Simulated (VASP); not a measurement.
Shape and ions are relaxed at each volume.

Input:

```cif
data_Ga2N2
_chemical_formula_sum 'Ga2 N2'
_space_group_name_H-M_alt 'P63mc'
_space_group_IT_number 186
_space_group_name_Hall 'P 6c -2c'
_cell_length_a 3.18607
_cell_length_b 3.18607
_cell_length_c 5.19018
_cell_angle_alpha 90.000
_cell_angle_beta 90.000
_cell_angle_gamma 120.000
loop_
_atom_site_label
_atom_site_type_symbol
_atom_site_symmetry_multiplicity
_atom_site_Wyckoff_symbol
_atom_site_fract_x
_atom_site_fract_y
_atom_site_fract_z
_atom_site_occupancy
Ga1 Ga 2 b 0.33333 0.66667 0.00014 1
N1 N 2 b 0.33333 0.66667 0.37686 1
```

Calculation: PBE GGA with D4 dispersion, VASP's PBE PAW potentials (set 64) (plane waves; VASP 6.6.1). Numerical set-up: 520 eV cut-off, 8×8×5 Γ-centred mesh, Gaussian smearing of 0.050 eV, potentials Ga_d N.

Q: Give the energy at these volumes per atom, relative to the lowest: 10.71, 11.06, 11.40, 11.74, 12.08 Å³.

A: 27.0, 6.5, 0.0, 5.3, 20.6 meV/atom. A third-order Birch-Murnaghan fit gives B0 = 183 GPa and B0′ = 4.4.

The compound is GaN in the wurtzite structure. It was relaxed first.
